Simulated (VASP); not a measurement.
Data:

```
SnS
1.0
    2.08571    -6.01490     0.00000
    2.08571     6.01490     0.00000
    0.00000     0.00000     4.17131
Sn S
2 2
Direct
  0.87178   0.12822   0.75000
  0.12822   0.87178   0.25000
  0.65387   0.34613   0.75000
  0.34613   0.65387   0.25000
```

Calculation: PBEsol GGA, VASP's PBE PAW potentials (set 64) (plane waves; VASP). Run with 300 eV cut-off, 6×6×6 Γ-centred mesh, Fermi-Dirac smearing of 0.050 eV, potentials Sn_d S.

At this cut-off the stress carries a Pulay error, which pulls relaxed volumes low.

Estimate the energy per atom (σ→0), pressure.

| Property | Value |
|---|---|
| energy per atom (σ→0) | -4745 meV/atom |
| pressure | -4.87 GPa |

Total energies compare only between runs with the same potentials, cut-off and functional.

The structure comes from a computed database's SnS entry; how it stands against other phases isn't given here. The cell was not relaxed at this level.
